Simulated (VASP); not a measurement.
Here is the system:

```yaml
crystal:
  lattice:
    - [-1.87067, 1.87067, 6.33317]
    - [1.87067, -1.87067, 6.33317]
    - [1.87067, 1.87067, -6.33317]
  atoms:
    - { symbol: Y, position: [0.75000, 0.75000, 0.00000] }
    - { symbol: Y, position: [0.50000, 0.00000, 0.50000] }
    - { symbol: Se, position: [0.16600, 0.16600, 0.00000] }
    - { symbol: Se, position: [0.91600, 0.41600, 0.50000] }
```

Calculation: PBE GGA, VASP's PBE PAW potentials (set 64) (plane waves; VASP). Numerical set-up: 300 eV cut-off, 5×5×5 Γ-centred mesh, Fermi-Dirac smearing of 0.10 eV, potentials Y_sv Se.

At this cut-off the stress carries a Pulay error, which pulls relaxed volumes low.

Give the stress tensor in GPa (positive for a compressed cell).

```
 7.93   0.00   0.00
 0.00   7.93   0.00
 0.00   0.00  11.49
```
The pressure is its mean diagonal, 9.11 GPa.

The structure was generated: YSe was put into an ordered model structure, which need not be its known phase. The cell was not relaxed at this level. The k-mesh is coarse (spacing up to 0.48 per Å, 2π included), so the numbers may not be converged in it.
